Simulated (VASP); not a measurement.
An input for Ansatz (written as the equivalent of a VASP run, and not itself run):

Ansatz 0.2 input:
```yaml
crystal:
  lattice:
    - [0.0000000, 2.6371012, 2.6371012]
    - [2.6371012, 0.0000000, 2.6371012]
    - [2.6371012, 2.6371012, 0.0000000]
  atoms:
    - { symbol: Ti, position: [0.0000000, 0.0000000, 0.0000000] }
    - { symbol: Al, position: [0.5000000, 0.5000000, 0.5000000] }
kpoints:
  mp_grid: { grid: [11, 11, 11] }
hamiltonian:
  xc: r2scan
  pseudopotentials: { kind: paw }
scf:
  occupations: { method: methfessel_paxton, width: 0.1 }
  max_iter: 100
relax:
  max_steps: 60
  f_tol: 0.01
  cell: {}
output: { forces: true, stress: true, eigenvalues: true }
```

Q: Write the VASP files for the same calculation (r2SCAN).

A: Several could match; the one computed here: 
File KPOINTS:
```
Automatic mesh
0
Gamma
11 11 11
0 0 0
```

### POSCAR
```
TiAl
1.0
  0.0000000000   2.6371012471   2.6371012471
  2.6371012471   0.0000000000   2.6371012471
  2.6371012471   2.6371012471   0.0000000000
Ti Al
1 1
Direct
  0.0000000000   0.0000000000   0.0000000000
  0.5000000000   0.5000000000   0.5000000000
```

**INCAR**
```
SYSTEM  =  TiAl
PREC  =  Accurate; ENCUT  =  400; LREAL  =  .False.
LASPH  =  .True.
EDIFF  =  1E-6; NELM  =  100; ALGO  =  Normal
LMAXMIX  =  4; LMIXTAU  =  .True.
ISMEAR  =  1; SIGMA  =  0.1
METAGGA  =  R2SCAN
IBRION  =  2; NSW  =  60; ISIF  =  3
EDIFFG  =  -0.01
LWAVE  =  .False.; LCHARG  =  .False.
```

POTCAR, in this order: Ti_sv Al (PBE.64 set). Program: vasp_std.

What does not carry over: each code has its own PAW files, so the cut-off isn't converted (ENCUT is set for VASP's; basis.ecutwfc is left out, and Ansatz then takes the one that its files recommend); Ansatz stops its SCF on the density residual and VASP on the energy change (EDIFF).

The structure was generated: TiAl was put into the rock salt type (Fm-3m), which need not be its known phase. This run relaxes it. Symmetry was kept, so distortions that lower it aren't found. The start is the result of an earlier pass.
